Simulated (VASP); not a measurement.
VASP runs on VSe₂ (a trial cell in the fluorite structure, space group Fm-3m) share one base input (PBE GGA, plane waves, VASP's PBE PAW potentials (set 64)) and change the settings named in each case.

**KPOINTS**
```
Automatic mesh
0
Gamma
6 6 6
0 0 0
```

POSCAR:
```
VSe2
4.2236150
  0.0000000000   0.7071068267   0.7071068267
  0.7071068267   0.0000000000   0.7071068267
  0.7071068267   0.7071068267   0.0000000000
V Se
1 2
Cart
  0.0000000000   0.0000000000   0.0000000000
  0.3535534134   0.3535534134   0.3535534134
  1.0606602401   1.0606602401   1.0606602401
```

INCAR:
```
# general
SYSTEM =VSe2
PREC   =Accurate
ENCUT  =400
LREAL  =.FALSE.
LASPH  =.TRUE.

# electronic loop
EDIFF  =1E-6
NELM   =100
ALGO   =Normal
LMAXMIX=4

# smearing
ISMEAR =0
SIGMA  =0.05

# functional
GGA    =PE

# spin
ISPIN  =2
MAGMOM =2.0 2*0.0

# ions
ISIF   =2

# output
LWAVE  =.FALSE.
LCHARG =.FALSE.
LORBIT =10
```

POTCAR, in this order: V_sv Se (PBE.64 set). Program: vasp_std.

| change | E(σ→0) (eV/atom) | pressure (GPa) | moment (μB) | −TS (eV) |
|---|---|---|---|---|
| base run | -5.6310 | 11.74 | 1.74 | -0.0020 |
| ISPIN = 1, the spin start removed | -5.4595 | 9.40 | - | -0.0100 |
| MAGMOM = 0 0 0 | -5.4595 | 9.39 | 0.00 | -0.0100 |
| MAGMOM = 0.4 0.0 0.0 | -5.6310 | 11.73 | 1.74 | -0.0020 |
| MAGMOM = 4.0 0.0 0.0 | -5.6310 | 11.73 | 1.74 | -0.0020 |
| NUPDOWN = 0 | -5.4595 | 9.40 | 0.00 | -0.0100 |
| NUPDOWN = 1 | -5.5515 | 11.99 | 1.00 | -0.0066 |
| NUPDOWN = 2 | -5.6240 | 11.79 | 2.00 | -0.0026 |

Left out are runs that ran out of time, are held back, or changed the cell or the kind of run, fixed moments of cells without a moment, rows past the twelfth, gaps on odd meshes, pressures of charged cells and columns that move by less than the noise.

The structure was generated: VSe2 was put into the fluorite type (Fm-3m), which need not be its known phase. The cell was not relaxed at this level.
